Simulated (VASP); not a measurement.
KZnF₃ (cubic perovskite) relaxed at rising pressure, in one space group throughout; other phases were not tried. The pressures are those reached. Computed with PBEsol GGA, VASP's PBE PAW potentials (set 64) (plane waves; VASP).

| P (GPa) | V (Å³/atom) | k-mesh |
|---|---|---|
| -0.13 | 13.364 | 6×6×6 |
| 5.06 | 12.636 | 6×6×6 |
| 10.10 | 12.100 | 6×6×6 |
| 20.19 | 11.299 | 6×6×6 |
| 30.04 | 10.713 | 6×6×6 |

### Question
Fit an equation of state and predict the volume at 45.01 GPa.

### Answer
Least squares on the third-order Birch-Murnaghan form, P = (3B0/2)(y⁷ − y⁵)[1 + (3/4)(B′ − 4)(y² − 1)] with y = (V0/V)^(1/3), gives V0 = 13.339 Å³/atom, B0 = 83 GPa and B′ = 4.5, and so 10.048 Å³/atom. The run gave 10.051 Å³/atom, +0.0 % from the fit.

Pressures at which the relaxation failed are left out.

The compound is KZnF3 in the cubic perovskite structure.
